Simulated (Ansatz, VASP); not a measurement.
## Cross-check of CaCdTeS between VASP and Ansatz

Wanted: the spread between two codes on one cell, functional and k mesh. The cell is invented: As first built, before any earlier steps moved the atoms (in the runner's words): it takes the Cd2SeS structure with some of its atoms replaced by other elements, volume scaled by an estimate. It may not be a known or stable phase. The cell is taken from a series of VASP runs on this material, whose earlier steps may have relaxed, scaled or displaced it; both programs get it as it stands. Valence electrons are named where the data sets of a main pair hold unlike numbers.

Method: plane waves, with VASP 6.6.1 beside it; relaxation of cell and atoms at PBEsol, in Ansatz 0.2.0.

### 1. The starting structure

It takes space group P1 (No. 1, triclinic). The conventional cell has a = 4.659 Å, b = 4.662 Å, c = 6.591 Å, α = 89.93°, β = 89.87°, γ = 60.15°. Te has 3 Cd at 2.82 to 2.83 Å and 2 Ca at 3.19 to 3.41 Å nearest. Cd has 1 S at 2.54 Å and 3 Te at 2.82 to 2.83 Å nearest. Nearest to Ca lie 3 S at 2.69 Å and 2 Te at 3.19 to 3.41 Å. Nearest to S lie 1 Cd at 2.54 Å and 3 Ca at 2.69 Å. As first built, before any earlier steps moved the atoms (in the runner's words): sites of the Cd2SeS structure (space group 156) filled with other elements, volume scaled by an estimate. Farther neighbours and most contacts between anions are not listed.

Structure file:

```cif
data_structure
_symmetry_space_group_name_H-M 'P1'
_symmetry_Int_Tables_number 1
_cell_length_a 4.6590
_cell_length_b 4.6619
_cell_length_c 6.5909
_cell_angle_alpha 89.930
_cell_angle_beta 89.872
_cell_angle_gamma 60.151
_cell_volume 124.16
loop_
_atom_site_label
_atom_site_type_symbol
_atom_site_symmetry_multiplicity
_atom_site_Wyckoff_symbol
_atom_site_fract_x
_atom_site_fract_y
_atom_site_fract_z
_atom_site_occupancy
Te1 Te 1 a 0.33541 0.33393 0.39721 1
Cd1 Cd 1 a 0.00143 0.99908 0.52586 1
Ca1 Ca 1 a 0.33323 0.33647 0.91390 1
S1 S 1 a 0.99962 0.00242 0.91073 1
```

### 2. Ansatz: relaxation of cell and atoms, PBEsol

Ansatz runs on its default PAW (the set named soft_2) files.

The relaxed volume is the usual yardstick between codes: in a stiff, nearly cubic crystal its relative difference is about their pressure difference at one cell divided by the bulk modulus.

File input.yaml:

```yaml
crystal:
  lattice:
    - [4.6589801451, 0.0052946286, -0.0043836837]
    - [-2.3248862706, 4.040873714, 0.0023887851]
    - [-0.0084827685, 0.0005169254, 6.5909293311]
  atoms:
    - { symbol: Te, position: [0.3354137299, 0.6660729715, 0.6027869481] }
    - { symbol: Cd, position: [0.0014267283, 0.0009218008, 0.4741405749] }
    - { symbol: Ca, position: [0.333230068, 0.6635253833, 0.0860971177] }
    - { symbol: S, position: [0.9996174738, 0.9975788444, 0.0892733593] }
hamiltonian:
  xc: pbesol
  pseudopotentials: { kind: paw }
kpoints:
  mp_grid: { grid: [6, 6, 4] }
scf:
  occupations: { method: gaussian, width: 0.05 }
relax:
  f_tol: 0.01
  max_steps: 60
  cell: { stress_tol: 0.05 }
output:
  forces: true
  stress: true
  write_density: true
  write_potential: true
  elf: true
  volumetric_format: npy
```

On the command line:

```console
> ansatz run input.yaml --threads 4 --pin off --max-ram 9216MiB --backend cpu --events-out ev --progress --plain --runs-dir out
```

Numbers of over 12 decimals in the logs are rounded to 6 here.

Output:

```text
Engine: ansatz 0.2.0, aarch64-unknown-linux-gnu
Pseudopotentials: kind: paw
Pseudopotential: Te, paw, valence charge 16, recommended cutoff 420 eV (normal), Te.paw.azcp
Pseudopotential: Cd, paw, valence charge 20, recommended cutoff 420 eV (normal), Cd.paw.azcp
Pseudopotential: Ca, paw, valence charge 10, recommended cutoff 420 eV (normal), Ca.paw.azcp
Pseudopotential: S, paw, valence charge 6, recommended cutoff 420 eV (normal), S.paw.azcp
Functional definition: PBEsol
  exchange = pbesol_x
  correlation = pbesol_c
Crystal: 4 atoms, lattice volume = 124.164 Å³
Basis set: ecut = 420 eV, 2449 PW (Γ), exchange–correlation on 64×64×90 points (8 copies of the dense FFT grid, shifted against one another)
Bands: 32, of which v1, the nominal top of the filled ones, is band 26 counted from 1 (25 counted from 0)
Symmetry: 1 space group operations
Space group: P1 (ITA 1), of the structure as read, at distance tolerance 5.0e-5 Å
k-points: 76 of 144 (time reversal used)
Non-local potential: Te, projectors of the file, l = 0: 2, l = 1: 2, l = 2: 2, l = 3: 2
Non-local potential: Cd, projectors of the file, l = 0: 3, l = 1: 2, l = 2: 2, l = 3: 1
Non-local potential: Ca, projectors of the file, l = 0: 3, l = 1: 2, l = 2: 2
Non-local potential: S, projectors of the file, l = 0: 2, l = 1: 2, l = 2: 2
PAW form: soft (Blöchl's): semilocal exchange-correlation on the pseudo side does not see the compensation charge
PAW frozen core: Te, regenerated for the run's functional, and the local potential with it (the file was generated under x = pbe(κ = 0.804, μ = 0.219515), c = pbe(β = 0.066725))
PAW frozen core: Cd, regenerated for the run's functional, and the local potential with it (the file was generated under x = pbe(κ = 0.804, μ = 0.219515), c = pbe(β = 0.066725))
PAW frozen core: Ca, regenerated for the run's functional, and the local potential with it (the file was generated under x = pbe(κ = 0.804, μ = 0.219515), c = pbe(β = 0.066725))
PAW frozen core: S, regenerated for the run's functional, and the local potential with it (the file was generated under x = pbe(κ = 0.804, μ = 0.219515), c = pbe(β = 0.066725))
PAW one-centre angular grid: Te, 590 points (default); XC on 64 Gauss nodes
PAW one-centre angular grid: Cd, 590 points (default); XC on 64 Gauss nodes
PAW one-centre angular grid: Ca, 110 points (default); XC on 64 Gauss nodes
PAW one-centre angular grid: S, 110 points (default); XC on 64 Gauss nodes
Initial density: superposition of atomic densities (neutral atoms: chi_scale 0, normalization atom), corrected by the library's trained network
Initial wavefunctions: pseudopotential atomic-orbital guess
Functional: x = pbesol(κ = 0.804, μ = 0.123457), c = pbesol(β = 0.046)
SCF iter   1: F=—  HF=-17768.757328 eV  |F-HF|=—  |Δ(HF+E_count)|=         —  Δρ=3.40e-3  dr2=2.22e-2  ethr=1.77e-3  ⟨swp⟩=8.4  Hψ=12047  notcnv=0  defer=1
preconditioner: auto → Resta (q_TF=auto, 2.360 Å⁻¹)  ε∞=4.1  [insulator: Δε(μ)=1.304 eV  Ē_g=9.698 eV  σ=0.050 eV  W_gap=1.00  n_scr=22 (ndim 8)  ℏωp=17.0 eV  f_vac=0.137  D(μ)=0.00/eV (n_scr^D=0)  ε∞_Penn≈4.1]
SCF iter   2: F=—  HF=-17768.752049 eV  |F-HF|=—  |Δ(HF+E_count)|=   5.28e-3  Δρ=1.52e-3  dr2=5.51e-3  ethr=4.27e-5  ⟨swp⟩=2.0  Hψ=4137  notcnv=0  defer=90
SCF iter   3: F=—  HF=-17768.751128 eV  |F-HF|=—  |Δ(HF+E_count)|=   9.22e-4  Δρ=3.85e-4  dr2=3.39e-4  ethr=1.06e-5  ⟨swp⟩=2.0  Hψ=3276  notcnv=0  defer=90
SCF iter   4: F=—  HF=-17768.751247 eV  |F-HF|=—  |Δ(HF+E_count)|=   1.19e-4  Δρ=1.87e-4  dr2=8.35e-5  ethr=6.53e-7  ⟨swp⟩=2.0  Hψ=3481  notcnv=0  defer=90
SCF iter   5: F=—  HF=-17768.751297 eV  |F-HF|=—  |Δ(HF+E_count)|=   5.08e-5  Δρ=6.63e-5  dr2=1.05e-5  ethr=1.61e-7  ⟨swp⟩=2.0  Hψ=3315  notcnv=0  defer=90
SCF iter   6: F=—  HF=-17768.751311 eV  |F-HF|=—  |Δ(HF+E_count)|=   1.36e-5  Δρ=2.53e-5  dr2=1.00e-6  ethr=2.01e-8  ⟨swp⟩=2.0  Hψ=3369  notcnv=0  defer=90
SCF iter   7: F=—  HF=-17768.751312 eV  |F-HF|=—  |Δ(HF+E_count)|=   1.27e-6  Δρ=9.99e-6  dr2=1.57e-7  ethr=1.93e-9  ⟨swp⟩=2.3  Hψ=4120  notcnv=0  defer=90
SCF iter   8: F=-17768.751312 eV  HF=-17768.751312 eV  |F-HF|=9.38e-9  |Δ(HF+E_count)|=   1.11e-7  Δρ=2.12e-6  dr2=7.01e-9  ethr=1.92e-10  ⟨swp⟩=9.0  Hψ=14924  notcnv=0
SCF 1 converged in 8 iterations: F = -17768.751312 eV  dr2 = 7.01e-9
  greatest PAW one-centre occupation: 1.000 electrons in one spin orbital (limit 2), on the Cd atom at site 1 (counted from 0), in its partial waves of l = 0
relax step   1: F+E_penalty+E_count = -17768.75131242 eV  Δ(F+E_penalty+E_count) = +0.000e0 eV  max|allowed force component| = 4.179e-2 eV/Å  Δτ_max = 0.0000 Å  P = -0.080 GPa  Ω = 124.164 Å³  (8 SCF iters, dr2 threshold 1.00e-7 eV, accepted)
[...]
relax step   2: F+E_penalty+E_count = -17768.75197080 eV  Δ(F+E_penalty+E_count) = -6.584e-4 eV  max|allowed force component| = 3.173e-2 eV/Å  Δτ_max = 0.0187 Å  P = +0.031 GPa  Ω = 124.083 Å³  energy of the carried Pulay correction = +8.276e-6 eV  (6 SCF iters, dr2 threshold 1.09e-7 eV, accepted)
[...]
relax step   3: F+E_penalty+E_count = -17768.75211705 eV  Δ(F+E_penalty+E_count) = -1.462e-4 eV  max|allowed force component| = 1.024e-2 eV/Å  Δτ_max = 0.0081 Å  P = -0.005 GPa  Ω = 123.972 Å³  energy of the carried Pulay correction = +1.947e-5 eV  (5 SCF iters, dr2 threshold 6.29e-8 eV, accepted)
[...]
relax step   4: F+E_penalty+E_count = -17768.75215106 eV  Δ(F+E_penalty+E_count) = -3.401e-5 eV  max|allowed force component| = 4.763e-4 eV/Å  Δτ_max = 0.0030 Å  P = +0.002 GPa  Ω = 123.998 Å³  energy of the carried Pulay correction = +1.688e-5 eV  (6 SCF iters, dr2 threshold 6.55e-9 eV, accepted)
[...]
relax step   5: F+E_penalty+E_count = -17768.75213209 eV  Δ(F+E_penalty+E_count) = +1.898e-5 eV  max|allowed force component| = 4.732e-4 eV/Å  Δτ_max = 0.0000 Å  P = +0.002 GPa  Ω = 123.998 Å³  stress off target by 4.69e-3 GPa  SCF on the basis re-selected at this cell (its energy is not comparable with the rows above)  (5 SCF iters)
basis re-selected at this cell: Δ(F+E_penalty+E_count) = +1.898e-5 eV, ΔP = +0.000 GPa vs the last step (what re-selecting the basis moved, of the pressure what is left beyond the Pulay correction that the steps carried, after the strain that the cell walked since its last selection, with what the two solves' SCF thresholds leave and, on support functions, any second-order correction that the steps lacked; it is no m [...]
SCF converged after 5 iterations
Free energy (F): -17768.752132 eV
Harris-Foulkes:  -17768.752132 eV  (|F-HF|=6.91e-11)
Internal energy: -17768.752132 eV  (E = F + TS)
E sigma→0 (E₀):  -17768.752132 eV
Fermi energy:    6.615407 eV
--- Per-component energies (eV) ---
  E_band       = -975.391669
  E_kinetic    = 1071.363786
  E_local      = -7118.257178  (includes V_loc(G=0)·N_el)
  E_nonlocal   = -177.930168
  E_hartree    = 3411.765380
  E_xc         = -531.424236
  E_vxc        = -583.750721  (∫ρ·V_xc dr)
  E_paw        = -10019.945884  (= ΣΔE_a)
  E_vpaw       = -990.348064  (= ΣTr[D̂ρ^β])
  E_aug_tail   = -0.000171  (compensation charges beyond the density's cutoff)
  E_ewald      = -4405.221179
  E_core_change = 0.897519  (= ΣΔE_core)
  E_smearing   = -0.000000  (= −TS)
  E_closure    = 0.000000  (closes the sum)
  Σ components = -17768.752132   (vs F -17768.752132, Δ=0.00e0)
--- Forces (eV/Å), atoms counted from 1 ---
  atom   1  Te    -0.00020200    -0.00003358    -0.00015792
  atom   2  Cd    -0.00008628     0.00008024    -0.00006538
  atom   3  Ca     0.00008873    -0.00000508    -0.00024951
  atom   4  S      0.00020050    -0.00004205     0.00047328
  max |Σ_I F_I| component: 9.56e-7 eV/Å
--- Stress (GPa, compression-positive) ---
        0.003817      -0.001131       0.001168
       -0.001131       0.002626       0.000115
        0.001168       0.000115      -0.000155
  P = ⅓ Tr σ = 0.0021 GPa (0.021 kbar)
--- Band table (eV; the first three rows and the last of 76) ---
  k-point 0: bands = [... 22 lower, 4.1028, 5.7883, 5.7888, 5.9378, 7.2930, 9.0134, 10.0888, 10.0900, ... 2 higher]
  k-point 1: bands = [... 22 lower, 4.1344, 5.1375, 5.7187, 5.7195, 7.7452, 9.6411, 10.3281, 10.3287, ... 2 higher]
  k-point 2: bands = [... 22 lower, 4.1681, 4.4610, 5.6490, 5.6501, 8.1093, 9.8994, 10.6556, 10.6566, ... 2 higher]
  k-point 75: bands = [... 22 lower, 4.3525, 4.5705, 4.8140, 4.9548, 8.5383, 9.0457, 10.3941, 10.4980, ... 2 higher]
--- Relaxed structure (4 steps of the walk, 4 accepted, 1 SCFs on fresh bases) ---
  F+E_penalty+E_count = -17768.75213209 eV   max|allowed force component| = 4.732e-4 eV/Å   (the final SCF, on the basis selected at the relaxed cell)
  cell:  # Å, volume = 123.9979 Å³
    - [4.657620, 0.000457887, 0.000108153]
    - [-2.328395, 4.033640, -0.000102191]
    - [-0.00211758, 0.000117356, 6.599766]
  atoms:
    - { symbol: Te, position: [0.334254, 0.665336, 0.602150] }
    - { symbol: Cd, position: [0.000827312, -0.00131505, 0.472664] }
    - { symbol: Ca, position: [0.333993, 0.665362, 0.088474] }
    - { symbol: S, position: [1.000614, 0.998715, 0.089010] }
```

Elapsed: 29 s, on 4 threads of Arm Neoverse V2, shared host; peak memory 0.59 GiB.

[end of part 1 of 2]

[Lines on the potential files, build, host, timing and source positions are cut from VASP's logs without a mark.]

[Logs are printed without paths, hosts, clocks, repeated set-up lines and the standing remarks that a program may print on its own settings, such as how far it seeks lower states.]

[Hosts, paths, dates, database ids (printed as entryN), source tags and the programs' standing remarks are cut or masked in the printed files.]
